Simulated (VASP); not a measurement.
The system is HfC.

```
Hf C
1.0
     0.00000    2.32500    2.32500
     2.32500    0.00000    2.32500
     2.32500    2.32500    0.00000
Hf C
1 1
Direct
  0.50000 0.50000 0.50000
  0.00000 0.00000 0.00000
```

Program: VASP 6.6.1. Alike in all runs: task single point; level PBE; potentials or basis VASP PAW PBE potentials, release 64 (Hf_pv, C); no spin polarisation; cell as given; smearing gaussian 0.1 eV. Hardware: 1 thread of AMD EPYC 9R45 96-Core Processor (Zen 5), on a shared host.

**Question.** Order these runs on this cell by their wall time, lowest first.
A. k mesh 8 × 8 × 8; cutoff (eV) 520; mesh quality not flagged
B. k mesh 20 × 20 × 20; cutoff (eV) 520; mesh quality not flagged
C. k mesh 4 × 4 × 4; cutoff (eV) 520; mesh quality coarse
D. k mesh 12 × 12 × 12; cutoff (eV) 700; mesh quality not flagged

**Answer.** C (2.7 s), A (6 s), D (21 s), B (45 s).

Caveats: some runs use coarse meshes.
